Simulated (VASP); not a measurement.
Method: PBE GGA, VASP's PBE PAW potentials (set 64) (plane waves; VASP).

VASP ran on this input.

### INCAR
```
SYSTEM = NiSi2
PREC = Accurate; ENCUT = 300; LREAL = .FALSE.
LASPH = .TRUE.
EDIFF = 1E-6; NELM = 100; ALGO = Normal
LMAXMIX = 4
ISMEAR = 1; SIGMA = 0.1
GGA = PE
ISIF = 2
LWAVE = .FALSE.; LCHARG = .FALSE.
```

### POSCAR
```
NiSi2
1
    0.0000000000     2.6885000000     2.6885000000
    2.6885000000     0.0000000000     2.6885000000
    2.6885000000     2.6885000000     0.0000000000
Si Ni
2 1
Direct
  0.2500000000   0.2500000000   0.2500000000
  0.7500000000   0.7500000000   0.7500000000
  0.0000000000   0.0000000000   0.0000000000
```

### KPOINTS
```
Automatic mesh
0
Gamma
5 5 5
0 0 0
```

POTCAR, in this order: Si Ni (PBE.64 set). Program: vasp_std.

The resulting files:

**OSZICAR**
```
       N       E                     dE             d eps       ncg     rms          rms(c)
DAV:   1     0.539170879819E+02    0.53917E+02   -0.56363E+03   260   0.922E+02
DAV:   2    -0.166567711311E+02   -0.70574E+02   -0.66616E+02   270   0.208E+02
DAV:   3    -0.192983561460E+02   -0.26416E+01   -0.25815E+01   335   0.460E+01
DAV:   4    -0.193417990351E+02   -0.43443E-01   -0.43430E-01   280   0.593E+00
DAV:   5    -0.193428524348E+02   -0.10534E-02   -0.10531E-02   348   0.893E-01    0.165E+01
DAV:   6    -0.236454451271E+02   -0.43026E+01   -0.52237E+01   280   0.170E+02    0.239E+01
DAV:   7    -0.173750054437E+02    0.62704E+01   -0.15787E+01   323   0.106E+02    0.383E+00
DAV:   8    -0.173414729506E+02    0.33532E-01   -0.20112E+00   371   0.226E+01    0.273E+00
DAV:   9    -0.172923443933E+02    0.49129E-01   -0.26543E-01   305   0.105E+01    0.517E-01
DAV:  10    -0.172915763033E+02    0.76809E-03   -0.78061E-03   333   0.144E+00    0.249E-01
DAV:  11    -0.172916560092E+02   -0.79706E-04   -0.10101E-03   381   0.429E-01    0.373E-02
DAV:  12    -0.172916887732E+02   -0.32764E-04   -0.89338E-05   337   0.181E-01    0.193E-02
DAV:  13    -0.172916905848E+02   -0.18116E-05   -0.17812E-05   290   0.749E-02    0.879E-03
DAV:  14    -0.172916908649E+02   -0.28008E-06   -0.17020E-06   238   0.260E-02
   1 F= -.17291691E+02 E0= -.17291264E+02  d E =-.128032E-02
```

OUTCAR:
```
------------------------ aborting loop because EDIFF is reached ----------------------------------------
  FORCE on cell =-STRESS in cart. coord.  units (eV):
  Direction    XX          YY          ZZ          XY          YZ          ZX
  --------------------------------------------------------------------------------------
  Total        1.5252974      1.5252974      1.5252974      0.0000000      0.0000000     -0.0000000
  in kB       62.8789082     62.8789082     62.8789082      0.0000000      0.0000000     -0.0000000
  external PRESSURE =      62.8789082 kB  Pullay stress =       0.0000000 kB
  volume of cell :       38.87
      direct lattice vectors                 reciprocal lattice vectors
     0.000000000  2.688500000  2.688500000    -0.185977311  0.185977311  0.185977311
     2.688500000  0.000000000  2.688500000     0.185977311 -0.185977311  0.185977311
     2.688500000  2.688500000  0.000000000     0.185977311  0.185977311 -0.185977311
 POSITION                                       TOTAL-FORCE (eV/Angst)
 -----------------------------------------------------------------------------------
      1.34425      1.34425      1.34425         0.000000     -0.000000     -0.000000
      4.03275      4.03275      4.03275        -0.000000      0.000000      0.000000
      0.00000      0.00000      0.00000        -0.000000      0.000000      0.000000
 -----------------------------------------------------------------------------------
    total drift:                               -0.000000      0.000000      0.000000
  FREE ENERGIE OF THE ION-ELECTRON SYSTEM (eV)
  ---------------------------------------------------
  free  energy   TOTEN  =       -17.2916908649 eV

  energy  without entropy=      -17.2904105488  energy(sigma->0) =      -17.29126409
```
(Selected blocks of OUTCAR.)

At this cut-off the stress carries a Pulay error, which pulls relaxed volumes low.

The structure is a typed NiSi2 crystal. The cell was not relaxed at this level. The k-mesh is coarse (spacing up to 0.40 per Å, 2π included), so the numbers may not be converged in it. The run is one of a series of settings (KPOINTS 5×5×5 Γ-centred mesh against the base run), some of them coarse on purpose. The run is not spin-polarised, so no magnetic state was tried.
